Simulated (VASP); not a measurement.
Crystal: Al.

```
Al
1.0
     0.00000    2.02481    2.02481
     2.02481    0.00000    2.02481
     2.02481    2.02481    0.00000
Al
1
Cartesian
  0.0000 0.0000 0.0000
```

- Program: VASP 6.6.1
- Task: relaxation of cell and atoms
- Functional: LDA
- Potentials or basis: VASP PAW LDA potentials, release 64 (Al)
- Cutoff: 520 eV
- k mesh: 18 × 18 × 18
- Occupations: gaussian, width 0.1 eV
- Spin: no spin polarisation

At the start: pressure -3.6 GPa; volume 16.60 Å³/atom.

Q: How do energy, volume and symmetry change on relaxing?

A: Over 3 steps the energy falls by 9.2 meV/atom and the volume is 15.82 Å³/atom (-4.7 %); space group Fm-3m (No. 225, to 0.05 Å).

Step by step:
| step | energy change (eV) | largest force (eV/Å) | pressure (GPa) | volume (Å³) |
| --- | --- | --- | --- | --- |
| 1 | 0.0000 | 0.0000 | -3.60 | 16.60 |
| 2 | -0.0090 | 0.0000 | 0.50 | 15.72 |
| 3 | -0.0092 | 0.0000 | 0.00 | 15.82 |

Final structure:
```
Al
1.0
     0.00000    1.99235    1.99235
     1.99235    0.00000    1.99235
     1.99235    1.99235    0.00000
Al
1
Direct
  0.00000 0.00000 0.00000
```
